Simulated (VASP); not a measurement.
## LuBe: relaxation of cell and atoms with revPBE+dDsC

LuBe:

```
Lu Be
1.0
     3.32037    0.00000    0.00000
     0.00000    3.32037    0.00000
     0.00000    0.00000    3.32037
Lu Be
1 1
Direct
  0.00000 0.00000 0.00000
  0.50000 0.50000 0.50000
```

The cell was built by a generator and needn't be a form met in nature.

```json
{
  "Program": "VASP 6.6.1",
  "Task": "relaxation of cell and atoms",
  "Functional": "revPBE",
  "Dispersion": "dDsC",
  "Potentials or basis": "VASP PAW PBE potentials, release 64 (Lu, Be)",
  "Cutoff": "600 eV",
  "k mesh": "8 × 8 × 8",
  "Occupations": "fermi-dirac, width 0.05 eV",
  "Spin": "no spin polarisation",
  "Further INCAR settings": "ALGO = Normal; EDIFF = 1e-06; IBRION = 2; EDIFFG = -0.01; NSW = 40; ISIF = 3"
}
```

The relaxed volume is 18.13 Å³/atom, the relaxed cell is a = 3.310 Å, b = 3.310 Å, c = 3.310 Å, α = 90.00°, β = 90.00°, γ = 90.00° and the space group after relaxing (to 0.05 Å) is Pm-3m (No. 221). The energy gained by relaxing is -2.3 meV/atom, the ionic steps are 3 and the pressure after relaxing is 0.0 GPa. The band gap on the k mesh is none (metal or under the smearing width), the hirshfeld charges are Lu +0.16; Be -0.16 e and the dispersion energy per atom is -0.268 eV.

The path:
```tsv
step	energy change (eV)	largest force (eV/Å)	pressure (GPa)	volume (Å³)
1	0.0000	0.0000	-0.75	36.61
2	0.0060	0.0000	0.22	36.15
3	0.0045	0.0000	0.03	36.25
```

Final structure:
```yaml
crystal:
  lattice:
    - [3.30964, 0.00000, 0.00000]
    - [0.00000, 3.30964, 0.00000]
    - [0.00000, 0.00000, 3.30964]
  atoms:
    - { symbol: Lu, position: [0.00000, 0.00000, 0.00000] }
    - { symbol: Be, position: [0.50000, 0.50000, 0.50000] }
```

Levels at points of the mesh, in eV from the Fermi level:
| k point | band 12 | band 13 | band 14 | band 15 | band 16 | band 17 |
| --- | --- | --- | --- | --- | --- | --- |
| (0.00, 0.00, 0.00) | -4.56 | 0.03 | 0.03 | 4.50 | 4.50 | 4.50 |
| (0.50, 0.00, 0.00) | -4.14 | -3.11 | 1.04 | 1.83 | 1.83 | 6.38 |
| (0.50, 0.50, 0.00) | -3.36 | -0.28 | -0.28 | -0.11 | 3.72 | 3.72 |
| (0.50, 0.50, 0.50) | -2.14 | -2.14 | -2.14 | 1.92 | 6.04 | 6.04 |

It took 2.4 min on 1 thread of AMD EPYC 7571, on a shared host, peak memory 0.15 GiB.

Caveat: the PAW data sets were made with another functional, which shifts forces and pressure a little; pairwise dispersion overbinds metals, which lowers pressure and volume. The run has no spin-orbit coupling, so splittings on Lu are missing.
